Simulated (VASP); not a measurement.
```
ZnF2
1.0
    4.74238     0.00000     0.00000
    0.00000     4.74238     0.00000
    0.00000     0.00000     3.14575
Zn F
2 4
Direct
  0.00000   0.00000   0.00000
  0.50000   0.50000   0.50000
  0.30398   0.30398   0.00000
  0.80398   0.19602   0.50000
  0.19602   0.80398   0.50000
  0.69602   0.69602   0.00000
```

Computed with AM05 GGA, VASP's PBE PAW potentials (set 64) (plane waves; VASP). Run with 520 eV cut-off, Gaussian smearing of 0.050 eV, potentials Zn F.

Task: What does the run give for the band gap (along the path) with the smallest direct gap where there is one?

Result: 
The band gap (along the path) is 3.49 eV and the smallest direct gap (along the path) is 3.49 eV.

Only differences to runs with the same potentials and settings are physical.

The compound is ZnF2 in the rutile structure. It was relaxed first.
